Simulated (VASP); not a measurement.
An input for Quantum ESPRESSO's pw.x (written as the equivalent of a VASP run, and not itself run):

```
&CONTROL
  calculation = 'vc-relax'
  pseudo_dir = './pseudo'
  outdir = './out'
  tprnfor = .true.
  tstress = .true.
  nstep = 40
  forc_conv_thr = 0.00078
/
&SYSTEM
  ibrav = 0
  nat = 3
  ntyp = 2
  ecutwfc = 84
  occupations = 'smearing'
  smearing = 'methfessel-paxton'
  degauss = 0.00735
  input_dft = 'pbe'
/
&ELECTRONS
  conv_thr = 7.3e-08
  electron_maxstep = 100
/
&IONS
/
&CELL
  press = 450
/
ATOMIC_SPECIES
  Mg 24.305 Mg.upf
  Si 28.085 Si.upf
CELL_PARAMETERS angstrom
     0.0000000    2.7977747    2.7977747
     2.7977747    0.0000000    2.7977747
     2.7977747    2.7977747   -0.0000000
ATOMIC_POSITIONS crystal
  Mg   0.2500000  0.2500000  0.2500000
  Mg   0.7500000  0.7500000  0.7500000
  Si   1.0000000  1.0000000  1.0000000
K_POINTS automatic
  10 10 10 0 0 0
```

Problem. Translate this input to VASP (INCAR, KPOINTS, POSCAR, choice of POTCAR).

Solution. This is not unique; one that fits is 
File POSCAR:
```
Mg2Si
1
    0.0000000000     2.7977746877     2.7977746877
    2.7977746877     0.0000000000     2.7977746877
    2.7977746877     2.7977746877    -0.0000000000
Mg Si
2 1
Direct
  0.2500000000   0.2500000000   0.2500000000
  0.7500000000   0.7500000000   0.7500000000
  1.0000000000   1.0000000000   1.0000000000
```

**KPOINTS**
```
Automatic
0
G
10 10 10
```

**INCAR**
```
ISIF=3
ENCUT=500
PREC=Accurate
LWAVE=.FALSE.
SIGMA=0.1   # width (eV)
EDIFFG=-0.02
SYSTEM=Mg2Si
NSW=40
LREAL=.FALSE.   # projection in real space or not
NELM=100
IBRION=2   # conjugate gradients
EDIFF=1E-6
GGA=PE   # PBE
PSTRESS=450   # kbar
LASPH=.TRUE.
ALGO=Normal
ISMEAR=1   # Methfessel-Paxton
LCHARG=.FALSE.
```

POTCAR, in this order: Mg Si (PBE.64 set). Program: vasp_std.

Limits of the translation: the potentials are each code's own (VASP's PAW set, PseudoDojo norm-conserving files in pw.x), so ENCUT and ecutwfc are chosen apart and not converted; conv_thr bounds pw.x's estimated SCF error, while EDIFF bounds the energy change between steps; forc_conv_thr acts on force components and is met together with etot_conv_thr.

The compound is Mg2Si in the antifluorite structure. It was relaxed first under an external pressure of 45 GPa.
